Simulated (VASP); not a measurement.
All values below come from r2SCAN meta-GGA, VASP's PBE PAW potentials (set 64) (plane waves; VASP 6.6.1).

VASP ran on this input.

**KPOINTS**
```
Automatic mesh
0
Gamma
7 7 1
0 0 0
```

### POSCAR
```
Ca(100) slab
26.125340
  0.1508278263   0.0000000000   0.0000000000
  0.0000000000   0.1508278263   0.0000000000
  0.0000000000   0.0000000000   0.9999999837
Ca
4
direct
  0.0000000000   0.5000000000   0.3405342523
  0.5000000000   0.0000000000   0.4454892301
  0.0000000000   0.5000000000   0.5545107699
  0.5000000000   0.0000000000   0.6594657477
```

**INCAR**
```
SYSTEM = Ca(100) slab
PREC = Normal
ENCUT = 400
EDIFF = 1E-6
NELM = 100
ALGO = Normal
LREAL = .FALSE.
LASPH = .TRUE.
ISMEAR = 1
SIGMA = 0.1
METAGGA = R2SCAN
LMIXTAU = .TRUE.
LWAVE = .FALSE.
LCHARG = .FALSE.
NELMIN = 4
LDIPOL = .TRUE.
IDIPOL = 3
DIPOL = 0.5 0.5 0.5
LVHAR = .TRUE.
LORBIT = 11
```

POTCAR, in this order: Ca_sv (PBE.64 set). Program: vasp_std. Read from the step before: WAVECAR.

What VASP printed:

File OSZICAR:
```
       N       E                     dE             d eps       ncg     rms          rms(c)
DAV:   1    -0.272011074586E+02   -0.27201E+02   -0.33861E-05   600   0.367E-02    0.317E-03
DAV:   2    -0.272011045906E+02    0.28680E-05   -0.43725E-05   528   0.190E-02    0.151E-03
DAV:   3    -0.272011035247E+02    0.10659E-05   -0.53808E-06   368   0.119E-02    0.298E-04
DAV:   4    -0.272011081760E+02   -0.46513E-05   -0.67173E-07   312   0.751E-03    0.185E-04
DAV:   5    -0.272011060705E+02    0.21055E-05   -0.36025E-07   312   0.476E-03    0.106E-04
DAV:   6    -0.272011093371E+02   -0.32666E-05   -0.40792E-07   312   0.724E-03    0.697E-05
DAV:   7    -0.272011086079E+02    0.72921E-06   -0.35133E-07   312   0.736E-03
   1 F= -.27201109E+02 E0= -.27201770E+02  d E =0.198370E-02
```

File OUTCAR:
```
------------------------ aborting loop because EDIFF is reached ----------------------------------------
  FORCE on cell =-STRESS in cart. coord.  units (eV):
  Direction    XX          YY          ZZ          XY          YZ          ZX
  --------------------------------------------------------------------------------------
  Total       -0.7888712     -0.7888712     -0.3324309      0.0000000      0.0000000      0.0000000
  in kB       -3.1157880     -3.1157880     -1.3129952      0.0000000      0.0000000      0.0000000
  external PRESSURE =      -2.5148571 kB  Pullay stress =       0.0000000 kB
  volume of cell :      405.65
      direct lattice vectors                 reciprocal lattice vectors
     3.940428243  0.000000000  0.000000000     0.253779523  0.000000000  0.000000000
     0.000000000  3.940428243  0.000000000     0.000000000  0.253779523  0.000000000
     0.000000000  0.000000000 26.125339575     0.000000000  0.000000000  0.038277014
 POSITION                                       TOTAL-FORCE (eV/Angst)
 -----------------------------------------------------------------------------------
      0.00000      1.97021      8.89657         0.000000      0.000000      0.027965
      1.97021      0.00000     11.63856         0.000000      0.000000      0.013139
      0.00000      1.97021     14.48678         0.000000     -0.000000     -0.013139
      1.97021      0.00000     17.22877        -0.000000     -0.000000     -0.027965
 -----------------------------------------------------------------------------------
    total drift:                               -0.000000      0.000000      0.000000
  FREE ENERGIE OF THE ION-ELECTRON SYSTEM (eV)
  ---------------------------------------------------
  free  energy   TOTEN  =       -27.2011086079 eV

  energy  without entropy=      -27.2030923079  energy(sigma->0) =      -27.20176984

 total charge

# of ion       s       p       d       tot
------------------------------------------
    1        2.078   5.834   0.116   8.028
    2        2.071   5.840   0.138   8.049
    3        2.071   5.840   0.138   8.049
    4        2.078   5.834   0.116   8.028
--------------------------------------------------
tot          8.299  23.347   0.508  32.153
```
(Selected blocks of OUTCAR.)

The cell is a thin slab with vacuum, built from Ca (fcc): (100) face.
